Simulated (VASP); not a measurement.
# From one sheet to two: 1T-CaI2 monolayer, part 8 of 8

Aim: relax 1T-CaI2 monolayer, place its levels against the vacuum, then find how two sheets stack and bind.

VASP 6.6.1, plane waves and PAW; the level of theory is named at each step.

So far. Step 12 (A rigid stacking): Energy at zero smearing: -121.77600 eV. Step 13 (Relaxing the bilayer): The run ended after 21 ionic steps, 0.031 eV below its first step, once the forces on the free atoms met EDIFFG = -0.004.

## (14) Levels and bands of the bilayer

Level of this step: r2SCAN with rVV10; plane waves and PAW (Ca_pv, I) (VASP).

The same static run as for one sheet shows what the neighbour does to the levels.

INCAR

```
SYSTEM = CaI2
PREC = Normal
ENCUT = 350
EDIFF = 1E-06
NELM = 120
ISMEAR = 0
SIGMA = 0.03
LREAL = .FALSE.
ALGO = Normal
METAGGA = R2SCAN
LUSE_VDW = .TRUE.
IVDW_NL = 2
BPARAM = 11.95
CPARAM = 0.0093
LASPH = .TRUE.
NBANDS = 28
LORBIT = 11
LWAVE = .FALSE.
LCHARG = .FALSE.
KPAR = 4
IDIPOL = 3
LDIPOL = .TRUE.
DIPOL = 0.5 0.5 0.5
LVHAR = .TRUE.
LVACPOTAV = .TRUE.
NEDOS = 1500
```

POSCAR

```
CaI2
1.0
    4.4706327046      0.0000000000      0.0000000000
   -2.2353163523      3.8716814932      0.0000000000
    0.0000000000      0.0000000000     27.2387535912
Ca I
2 4
Direct
    0.0000000000      0.0000000000      0.3708890895
    0.0000000000      0.0000000000      0.6291109105
    0.3333333300      0.6666666700      0.3055262246
    0.6666666700      0.3333333300      0.4362556879
    0.3333333300      0.6666666700      0.5637443121
    0.6666666700      0.3333333300      0.6944737754
```

KPOINTS

```
Automatic mesh
0
Gamma
9 9 1
0 0 0
```

KPOINTS_OPT

```
Line mode
14
Line-mode
Reciprocal
  0.00000000   0.00000000   0.00000000 GAMMA
  0.50000000   0.00000000   0.00000000 M

  0.50000000   0.00000000   0.00000000 M
  0.33333333   0.33333333   0.00000000 K

  0.33333333   0.33333333   0.00000000 K
  0.00000000   0.00000000   0.00000000 GAMMA
```

The projector-augmented-wave data sets are Ca_pv and I (PBE family, release 64).

Launch:

```bash
$ mpirun -np 4 vasp_std
```

The program printed:

```text
[... set-up lines as in an earlier step ...]
 entering main loop
       N       E                     dE             d eps       ncg     rms          rms(c)
Total rVV10 correction in eV:      1.4759233    55.9611702
Total rVV10 correction in eV:      1.4759233    55.9611702
Total rVV10 correction in eV:      1.4759233    55.9611702
Total rVV10 correction in eV:      1.4759233    55.9611702
DAV:   1     0.299774975020E+03    0.29977E+03   -0.12907E+04   796   0.109E+03
DAV:   2    -0.476399076691E+02   -0.34741E+03   -0.34078E+03   776   0.319E+02
DAV:   3    -0.122004329044E+03   -0.74364E+02   -0.70040E+02   948   0.141E+02
DAV:   4    -0.126735324943E+03   -0.47310E+01   -0.47258E+01   928   0.397E+01
DAV:   5    -0.126905027783E+03   -0.16970E+00   -0.16967E+00  1144   0.825E+00    0.676E+00
Total rVV10 correction in eV:      1.4954258    55.9622246
Total rVV10 correction in eV:      1.4954258    55.9622246
Total rVV10 correction in eV:      1.4954258    55.9622246
Total rVV10 correction in eV:      1.4954258    55.9622246
DAV:   6    -0.121781805055E+03    0.51232E+01   -0.12896E+00   848   0.790E+00    0.479E+00
Total rVV10 correction in eV:      1.5362220    55.9629270
Total rVV10 correction in eV:      1.5362220    55.9629270
Total rVV10 correction in eV:      1.5362220    55.9629270
Total rVV10 correction in eV:      1.5362220    55.9629270
DAV:   7    -0.121796846698E+03   -0.15042E-01   -0.35725E-01  1168   0.431E+00    0.141E+00
Total rVV10 correction in eV:      1.5402728    55.9626137
Total rVV10 correction in eV:      1.5402728    55.9626137
Total rVV10 correction in eV:      1.5402728    55.9626137
Total rVV10 correction in eV:      1.5402728    55.9626137
DAV:   8    -0.121803847045E+03   -0.70003E-02   -0.23393E-02  1036   0.767E-01    0.119E+00
Total rVV10 correction in eV:      1.5441393    55.9625793
Total rVV10 correction in eV:      1.5441393    55.9625793
Total rVV10 correction in eV:      1.5441393    55.9625793
Total rVV10 correction in eV:      1.5441393    55.9625793
DAV:   9    -0.121805740552E+03   -0.18935E-02   -0.20608E-03  1120   0.266E-01    0.921E-01
Total rVV10 correction in eV:      1.5537581    55.9622498
Total rVV10 correction in eV:      1.5537581    55.9622498
Total rVV10 correction in eV:      1.5537581    55.9622498
Total rVV10 correction in eV:      1.5537581    55.9622498
DAV:  10    -0.121809012285E+03   -0.32717E-02   -0.32712E-03   792   0.420E-01    0.268E-01
Total rVV10 correction in eV:      1.5566614    55.9621606
Total rVV10 correction in eV:      1.5566614    55.9621606
Total rVV10 correction in eV:      1.5566614    55.9621606
Total rVV10 correction in eV:      1.5566614    55.9621606
DAV:  11    -0.121808923514E+03    0.88771E-04   -0.10621E-03   976   0.176E-01    0.785E-02
Total rVV10 correction in eV:      1.5574303    55.9619115
Total rVV10 correction in eV:      1.5574303    55.9619115
Total rVV10 correction in eV:      1.5574303    55.9619115
Total rVV10 correction in eV:      1.5574303    55.9619115
DAV:  12    -0.121809338047E+03   -0.41453E-03   -0.13580E-04   992   0.614E-02    0.411E-02
Total rVV10 correction in eV:      1.5584361    55.9615601
Total rVV10 correction in eV:      1.5584361    55.9615601
Total rVV10 correction in eV:      1.5584361    55.9615601
Total rVV10 correction in eV:      1.5584361    55.9615601
DAV:  13    -0.121809833261E+03   -0.49521E-03   -0.18050E-04   824   0.609E-02    0.240E-02
Total rVV10 correction in eV:      1.5587507    55.9614283
Total rVV10 correction in eV:      1.5587507    55.9614283
Total rVV10 correction in eV:      1.5587507    55.9614283
Total rVV10 correction in eV:      1.5587507    55.9614283
DAV:  14    -0.121810005938E+03   -0.17268E-03   -0.17002E-05   952   0.215E-02    0.258E-02
Total rVV10 correction in eV:      1.5589868    55.9612449
Total rVV10 correction in eV:      1.5589868    55.9612449
Total rVV10 correction in eV:      1.5589868    55.9612449
Total rVV10 correction in eV:      1.5589868    55.9612449
DAV:  15    -0.121810249113E+03   -0.24318E-03   -0.28925E-05   816   0.272E-02    0.143E-02
Total rVV10 correction in eV:      1.5591550    55.9611724
Total rVV10 correction in eV:      1.5591550    55.9611724
Total rVV10 correction in eV:      1.5591550    55.9611724
Total rVV10 correction in eV:      1.5591550    55.9611724
DAV:  16    -0.121810409238E+03   -0.16012E-03   -0.26073E-05   820   0.242E-02    0.858E-03
Total rVV10 correction in eV:      1.5591646    55.9611724
Total rVV10 correction in eV:      1.5591646    55.9611724
Total rVV10 correction in eV:      1.5591646    55.9611724
Total rVV10 correction in eV:      1.5591646    55.9611724
DAV:  17    -0.121810443208E+03   -0.33970E-04   -0.22400E-06   748   0.896E-03    0.834E-03
Total rVV10 correction in eV:      1.5591588    55.9611724
Total rVV10 correction in eV:      1.5591588    55.9611724
Total rVV10 correction in eV:      1.5591588    55.9611724
Total rVV10 correction in eV:      1.5591588    55.9611724
DAV:  18    -0.121810479609E+03   -0.36401E-04   -0.23289E-06   660   0.901E-03    0.505E-03
Total rVV10 correction in eV:      1.5591336    55.9611725
Total rVV10 correction in eV:      1.5591336    55.9611725
Total rVV10 correction in eV:      1.5591336    55.9611725
Total rVV10 correction in eV:      1.5591336    55.9611725
DAV:  19    -0.121810524360E+03   -0.44750E-04   -0.95436E-06   696   0.127E-02    0.618E-03
Total rVV10 correction in eV:      1.5591337    55.9611726
Total rVV10 correction in eV:      1.5591337    55.9611726
Total rVV10 correction in eV:      1.5591337    55.9611726
Total rVV10 correction in eV:      1.5591337    55.9611726
DAV:  20    -0.121810528013E+03   -0.36536E-05   -0.47221E-07   652   0.538E-03    0.474E-03
Total rVV10 correction in eV:      1.5591316    55.9611745
Total rVV10 correction in eV:      1.5591316    55.9611745
Total rVV10 correction in eV:      1.5591316    55.9611745
Total rVV10 correction in eV:      1.5591316    55.9611745
DAV:  21    -0.121810535961E+03   -0.79482E-05   -0.48334E-07   600   0.486E-03    0.232E-03
Total rVV10 correction in eV:      1.5591265    55.9611854
Total rVV10 correction in eV:      1.5591265    55.9611854
Total rVV10 correction in eV:      1.5591265    55.9611854
Total rVV10 correction in eV:      1.5591265    55.9611854
DAV:  22    -0.121810547593E+03   -0.11631E-04   -0.10476E-06   592   0.725E-03    0.425E-03
Total rVV10 correction in eV:      1.5591273    55.9611858
Total rVV10 correction in eV:      1.5591273    55.9611858
Total rVV10 correction in eV:      1.5591273    55.9611858
Total rVV10 correction in eV:      1.5591273    55.9611858
DAV:  23    -0.121810549649E+03   -0.20561E-05   -0.20424E-07   516   0.409E-03    0.316E-03
Total rVV10 correction in eV:      1.5591276    55.9611827
Total rVV10 correction in eV:      1.5591276    55.9611827
Total rVV10 correction in eV:      1.5591276    55.9611827
Total rVV10 correction in eV:      1.5591276    55.9611827
DAV:  24    -0.121810554675E+03   -0.50268E-05   -0.61380E-07   560   0.586E-03    0.332E-03
Total rVV10 correction in eV:      1.5591277    55.9611812
Total rVV10 correction in eV:      1.5591277    55.9611812
Total rVV10 correction in eV:      1.5591277    55.9611812
Total rVV10 correction in eV:      1.5591277    55.9611812
DAV:  25    -0.121810557992E+03   -0.33169E-05   -0.42065E-07   536   0.463E-03    0.351E-03
Total rVV10 correction in eV:      1.5591276    55.9611810
Total rVV10 correction in eV:      1.5591276    55.9611810
Total rVV10 correction in eV:      1.5591276    55.9611810
Total rVV10 correction in eV:      1.5591276    55.9611810
DAV:  26    -0.121810558035E+03   -0.43151E-07   -0.74178E-08   476   0.247E-03
 [... a notice as in an earlier step ...]

Total rVV10 correction in eV:      1.5591266    55.9611761
Total rVV10 correction in eV:      1.5591266    55.9611761
Total rVV10 correction in eV:      1.5591266    55.9611761
Total rVV10 correction in eV:      1.5591266    55.9611761
Total rVV10 correction in eV:      1.5591274    55.9611793
Total rVV10 correction in eV:      1.5591274    55.9611793
Total rVV10 correction in eV:      1.5591274    55.9611793
Total rVV10 correction in eV:      1.5591274    55.9611793
   1 F= -.12181056E+03 E0= -.12181056E+03  d E =-.125554E-11
 Start KPOINTS_OPT (optional k-point list driver)
k-point batch [1-12\42]
       N       E                     dE             ncg
DAV:   1    -0.522387788322E+03   -0.48502E+04      788
DAV:   2    -0.484029477778E+04   -0.43179E+04      756
DAV:   3    -0.583894198690E+04   -0.99865E+03      956
DAV:   4    -0.590576331668E+04   -0.66821E+02      880
DAV:   5    -0.590899701475E+04   -0.32337E+01     1168
DAV:   6    -0.590904051599E+04   -0.43501E-01     1096
DAV:   7    -0.590904297567E+04   -0.24597E-02     1152
DAV:   8    -0.590904312728E+04   -0.15161E-03     1160
DAV:   9    -0.590904313413E+04   -0.68506E-05      952
DAV:  10    -0.590904313461E+04   -0.47883E-06      712
[...]
k-point batch [37-42\42]
       N       E                     dE             ncg
DAV:   1     0.433995304636E+04   -0.84567E+03      376
DAV:   2     0.223287876961E+04   -0.21071E+04      336
DAV:   3     0.165412994291E+04   -0.57875E+03      536
DAV:   4     0.161793436625E+04   -0.36196E+02      392
DAV:   5     0.161610870456E+04   -0.18257E+01      640
DAV:   6     0.161609580995E+04   -0.12895E-01      560
DAV:   7     0.161609513726E+04   -0.67268E-03      600
DAV:   8     0.161609511227E+04   -0.24990E-04      576
DAV:   9     0.161609511103E+04   -0.12404E-05      440
DAV:  10     0.161609511088E+04   -0.14873E-06      376
```

It took 2.4 min on 4 MPI ranks of Intel Xeon 6975P-C (Granite Rapids), shared host; peak memory 1.8 GiB; 9.7 min of CPU time.

From OUTCAR (step 14):

```text
   NELECT =      44.0000    total number of electrons

 E-fermi :  -2.7172

 k-point     1 :       0.0000    0.0000    0.0000
  band No.  band energies     occupation
    ...
     18      -2.9254      2.00000
     19      -2.9151      2.00000
     20      -2.9151      2.00000
     21      -2.8501      2.00000
     22      -2.8501      2.00000
     23       2.2515      0.00000
     24       2.2566      0.00000
     25       2.2989      0.00000
     26       2.2991      0.00000
     27       2.3252      0.00000
    ...

  Total        0.0863178      0.0863178     -0.0561874      0.0000000     -0.0000000      0.0000000
  in kB        0.2933289      0.2933289     -0.1909387      0.0000000     -0.0000000      0.0000000
  external PRESSURE =       0.1319064 kB  Pullay stress =       0.0000000 kB

 POSITION                                       TOTAL-FORCE (eV/Angst)
 -----------------------------------------------------------------------------------
      0.00000      0.00000     10.10256        -0.000000     -0.000000      0.003525
      0.00000      0.00000     17.13620        -0.000000      0.000000     -0.003525
     -0.00000      2.58112      8.32215        -0.000000      0.000000      0.001264
      2.23532      1.29056     11.88306        -0.000000     -0.000000      0.001183
     -0.00000      2.58112     15.35569         0.000000      0.000000     -0.001183
      2.23532      1.29056     18.91660         0.000000     -0.000000     -0.001264
 -----------------------------------------------------------------------------------
    total drift:                                0.000000     -0.000000     -0.000000

  FREE ENERGIE OF THE ION-ELECTRON SYSTEM (eV)
  ---------------------------------------------------
  free  energy   TOTEN  =      -121.8105580355 eV

  energy  without entropy=     -121.8105580355  energy(sigma->0) =     -121.81055804

 vacuum level on the upper side and lower side of the slab         4.144         4.144

[... 9 parts as in an earlier step ...]

[... 9 further parts left out ...]
```

Numbers from this step:

```yaml
electronic_cycles: 26
least_gap_on_mesh_and_path: 4.236 eV
least_direct_gap_on_mesh_and_path: 4.747 eV
vacuum_levels: 4.144, 4.144 eV
ionisation_potentials_of_the_upper_and_lower_face: 6.994, 6.994 eV
electron_affinities_of_the_upper_and_lower_face: 2.758, 2.758 eV
```

Electronic bands along the path, in eV, zero at the valence-band top; v1 is the highest filled band, c1 the lowest empty one:

```csv
point,v4,v3,v2,v1,c1,c2,c3,c4
Γ,-0.07,-0.07,0.00,0.00,5.10,5.11,5.15,5.15
0.54 of the way,-0.44,-0.43,-0.34,-0.21,4.56,4.63,5.67,5.72
M,-0.71,-0.71,-0.61,-0.59,4.24,4.32,5.98,6.02
0.46 of the way,-0.82,-0.82,-0.63,-0.60,4.66,4.69,5.87,5.94
K,-0.88,-0.88,-0.63,-0.63,5.38,5.54,5.58,5.58
0.54 of the way,-0.50,-0.43,-0.37,-0.20,4.97,5.02,5.12,5.19
Γ,-0.07,-0.07,0.00,0.00,5.10,5.11,5.15,5.15
```

Of the projections kept (Ca, I), the largest for each band there; the rest of the weight can lie on other orbitals:

```
point      v4      v3      v2      v1       c1       c2       c3       c4
    Γ  I 0.98  I 0.98  I 0.98  I 0.98  Ca 0.85  Ca 0.90  Ca 0.95  Ca 0.94
    M  I 0.90  I 0.90  I 0.89  I 0.93  Ca 0.87  Ca 0.89  Ca 0.92  Ca 0.94
    K  I 0.90  I 0.90  I 0.88  I 0.88  Ca 0.94  Ca 0.96  Ca 0.88  Ca 0.88
    Γ  I 0.98  I 0.98  I 0.98  I 0.98  Ca 0.85  Ca 0.90  Ca 0.95  Ca 0.94
```

The planar average of the electrostatic potential oscillates, so the rows of the table below give means over windows of 1 Å about each position, cut where the curve ends. Its maxima inside the range that stand out by 2 % of the span (Å: eV): 9.3: 0.0206, 10.9: -0.0042, 13.6: 6.40, 16.3: -0.0042, 17.9: 0.0206. Its minima: 8.3: -8.43, 10.1: -2.48, 11.9: -8.42, 15.3: -8.42, 17.2: -2.48, 18.9: -8.43.

Zero at the Fermi level. Planar average of the electrostatic potential against height; means over each step:

height (Å), planar average of the electrostatic potential (eV) and a bar from the least value:
```
        0       6.86 ##############################
        1       6.86 ##############################
        2       6.86 ##############################
        3       6.86 ##############################
        4       6.86 ##############################
        5       6.86 ##############################
        6       6.80 ##############################
        7       5.53 ###########################
        8      -4.82 ####
        9      -3.15 ########
       10      -1.84 ###########
       11      -1.85 ###########
       12      -6.45 
       13       4.29 ########################
       14       5.60 ###########################
       15      -4.47 #####
       16      -3.42 #######
       17      -1.80 ###########
       18      -1.68 ###########
       19      -6.61 
       20       4.05 ########################
       21       6.74 ##############################
       22       6.86 ##############################
       23       6.86 ##############################
       24       6.86 ##############################
       25       6.86 ##############################
       26       6.86 ##############################
       27       6.86 ##############################
```

Density of states in the PAW spheres, an atom over height of the layer and energy from the Fermi level.

Values in states/eV, 22 rows by 6 columns, each cell a mean:
```
0.00 0.00 0.00 0.00 0.00 0.00
0.10 0.01 0.12 0.12 0.01 0.10
0.90 0.12 1.12 1.12 0.12 0.90
2.43 0.56 2.29 2.29 0.56 2.43
1.65 0.35 1.39 1.39 0.35 1.65
0.80 0.19 0.62 0.62 0.19 0.80
1.00 0.37 1.07 1.07 0.37 1.00
0.51 0.30 0.76 0.76 0.30 0.51
0.03 0.02 0.05 0.05 0.02 0.03
0.00 0.00 0.00 0.00 0.00 0.00
0.00 0.00 0.00 0.00 0.00 0.00
0.00 0.00 0.00 0.00 0.00 0.00
0.00 0.00 0.00 0.00 0.00 0.00
0.00 0.00 0.00 0.00 0.00 0.00
0.00 0.00 0.00 0.00 0.00 0.00
0.00 0.00 0.00 0.00 0.00 0.00
0.00 0.00 0.00 0.00 0.00 0.00
0.00 0.00 0.00 0.00 0.00 0.00
0.00 0.00 0.00 0.00 0.00 0.00
0.00 0.00 0.00 0.00 0.00 0.00
0.00 0.00 0.00 0.00 0.00 0.00
0.00 0.00 0.00 0.00 0.00 0.00
```
Columns: height of the layer (Å) from 8.3 to 18.9 (not evenly spaced); rows upwards: energy from the Fermi level (eV) from -7.9 to 0.5.

The map of layer states is cut here 0.5 eV above the Fermi level, so it leaves out the states above that.

The vacuum level lies 6.99 eV above the highest filled level at the upper face; both faces agree, as the slab has next to no dipole.

The program found no field-free point at its default tolerance, but its printed level agrees with the flat part of the planar average.

## (15) Putting the energies together

This step: monolayer and bilayer, r2SCAN + rVV10; plane waves and PAW (VASP 6.6.1).

This step runs nothing: it gathers the runs above.

This step gave:

| Item | Value |
| --- | --- |
| polarisability per area of the slab or monolayer | 0.4020 Å |
| binding energy | -9.485 meV/Å² |
| interlayer gap | 3.473 Å |
| bilayer gap | 4.236 eV |
| bilayer level below vacuum | 6.994 eV |
| lattice a | 4.471 Å |
| lattice b | 4.471 Å |
| thickness | 3.569 Å |
| monolayer gap | 4.317 eV |
| ionisation potential at the upper face | 7.015 eV |

VASP counts both for electrons: a positive EFIELD is a field along -c, and a positive dipole, in electrons times A, points along -c. Field, by row:

| EFIELD (eV/Å) | dipole along z of the monolayer (e Å) | energy change of the monolayer (eV) |
| --- | --- | --- |
| -0.1 | -0.04835 | -0.00242 |
| 0 | 0 | 0 |
| 0.1 | 0.04831 | -0.00242 |

Rigid sheets, 3.1 Å apart. Stackings, by row:

```csv
stacking,energy above the lowest (meV/Å²)
"same orientation, shift 0.00 0.00",0
"turned by 180 degrees, shift 0.33 0.67",0.2124
"same orientation, shift 0.67 0.33",0.5233
"same orientation, shift 0.33 0.67",41.46
"turned by 180 degrees, shift 0.00 0.00",41.59
```

The polarisability is the slope of the dipole against the field, as a volume for each unit of area.

## (16) Summary of results

```yaml
lattice_a: 4.47 Å
monolayer_gap: 4.32 eV
binding_energy: -9.49 meV/Å²
interlayer_gap: 3.47 Å
bilayer_gap: 4.24 eV
polarisability_per_area_of_the_slab_or_monolayer: 0.402 Å
```

In words: The monolayer relaxes to a = 4.471 Å and has a gap of 4.32 eV. The ionisation potential is 7.01 eV at both faces. Of 5 rigid stackings the lowest has the upper sheet in the same orientation and shifted by (0.00, 0.00) in cell vectors, and the highest lies 41.6 meV/Å² above it. Relaxed, the sheets lie 3.47 Å apart and bind by 9.5 meV/Å². The next stacking lies close, and only the lowest was relaxed, so the order could change. The second sheet narrows the gap, to 4.24 eV. All runs are without spin polarisation. The bilayer keeps the monolayer's lattice, and only high-symmetry stackings were tried. Semilocal gaps are too small. The run with spin-orbit coupling gave no result.

[Lines on the potential files, build, host, timing and source positions are cut from VASP's logs without a mark.]

[Logs are printed without paths, hosts, clocks, repeated set-up lines and the standing remarks that a program may print on its own settings, such as how far it seeks lower states.]

[Hosts, paths, dates, database ids (printed as entryN), source tags and the programs' standing remarks are cut or masked in the printed files.]

[Runs that stopped without an error message from VASP are left out.]
